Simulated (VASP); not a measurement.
Data:

```xyz
2
Lattice="0.0000 2.6569 2.6569 2.6569 0.0000 2.6569 2.6569 2.6569 0.0000" Properties=species:S:1:pos:R:3 pbc="T T T"
K      0.0000     0.0000     0.0000
F      2.6569     2.6569     2.6569
```

All values below come from r2SCAN meta-GGA, VASP's PBE PAW potentials (set 64) (plane waves; VASP). Settings: 520 eV cut-off, 8×8×8 Γ-centred mesh, Gaussian smearing of 0.050 eV, potentials K_sv F.

Problem. Predict the energy per atom (σ→0), band gap (on the k-mesh) with the smallest direct gap where there is one.

Solution. 
```
Item                                         Result
-----------------------------------  --------------
band gap (on the k-mesh)                    6.92 eV
smallest direct gap (on the k-mesh)         6.92 eV
energy per atom (σ→0)                -7.486 eV/atom
```

Total energies compare only between runs with the same potentials, cut-off and functional.

The structure was generated: KF was put into the rock salt type (Fm-3m), which need not be its known phase. It was relaxed first, which changed the volume by -15 %. The start is the result of an earlier pass.
